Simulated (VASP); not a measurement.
Consider the following.

```
ZnS
1.0
    0.00000     2.67995     2.67995
    2.67995     0.00000     2.67995
    2.67995     2.67995     0.00000
Zn S
1 1
Direct
  0.00000   0.00000   0.00000
  0.25000   0.25000   0.25000
```

Method: HSE06 screened hybrid, VASP's PBE PAW potentials (set 64) (plane waves; VASP 6.6.1). Settings: 300 eV cut-off, 6×6×6 Γ-centred mesh, Gaussian smearing of 0.010 eV, potentials Zn S.

At this cut-off the stress carries a Pulay error, which pulls relaxed volumes low.

### Question
What does the run give for the energy per atom (σ→0), pressure, band gap (on the k-mesh) with the smallest direct gap where there is one?

### Answer

| Property | Value |
|---|---|
| band gap (on the k-mesh) | 3.46 eV |
| smallest direct gap (on the k-mesh) | 3.46 eV |
| energy per atom (σ→0) | -4.186 eV/atom |
| pressure | 2.74 GPa |

Total energies compare only between runs with the same potentials, cut-off and functional.

The structure comes from a computed database's ZnS entry; how it stands against other phases isn't given here. The cell was not relaxed at this level.
